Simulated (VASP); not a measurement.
Cu (fcc): the cohesive energy from VASP (plane waves, PAW) at several levels of theory. Atoms are spin-polarised in a large box without symmetry, with the spin fixed by Hund's rule, and may not be in the lowest state of each functional; no zero-point energy is added.

```json
[
 {"level": "LDA", "cohesive energy (eV/atom)": "4.52", "error against measurement": "+28.4 %"},
 {"level": "PBE", "cohesive energy (eV/atom)": "3.48", "error against measurement": "-1.0 %"},
 {"level": "PBEsol", "cohesive energy (eV/atom)": "4.03", "error against measurement": "+14.5 %"},
 {"level": "revTPSS", "cohesive energy (eV/atom)": "4.06", "error against measurement": "+15.2 %"},
 {"level": "SCAN", "cohesive energy (eV/atom)": "3.88", "error against measurement": "+10.3 %"},
 {"level": "r2SCAN", "cohesive energy (eV/atom)": "3.86", "error against measurement": "+9.6 %"}
]
```

Measured: 3.52 eV/atom at 0 K (as given by Judith Harl et al., Physical Review B (2010), doi:10.1103/physrevb.81.115126; zero-point vibration energy added).

The cell of the LDA run:

```cif
data_Cu4
_chemical_formula_sum 'Cu4'
_space_group_name_H-M_alt 'Fm-3m'
_space_group_IT_number 225
_space_group_name_Hall '-F 4 2 3'
_cell_length_a 3.52498
_cell_length_b 3.52498
_cell_length_c 3.52498
_cell_angle_alpha 90.000
_cell_angle_beta 90.000
_cell_angle_gamma 90.000
loop_
_atom_site_label
_atom_site_type_symbol
_atom_site_symmetry_multiplicity
_atom_site_Wyckoff_symbol
_atom_site_fract_x
_atom_site_fract_y
_atom_site_fract_z
_atom_site_occupancy
Cu1 Cu 4 a 0.00000 0.00000 0.00000 1
```
(The calculation used a cell of 1 atom; values per cell refer to that cell.)

Only levels that ran to the end are used. Left out are those held back, those with too coarse a band path, GW runs whose mesh misses a band edge, hybrids' fits of cells that aren't cubic and levels without matching references; a question may draw on a part of the rest.

The compound is Cu in the fcc structure.
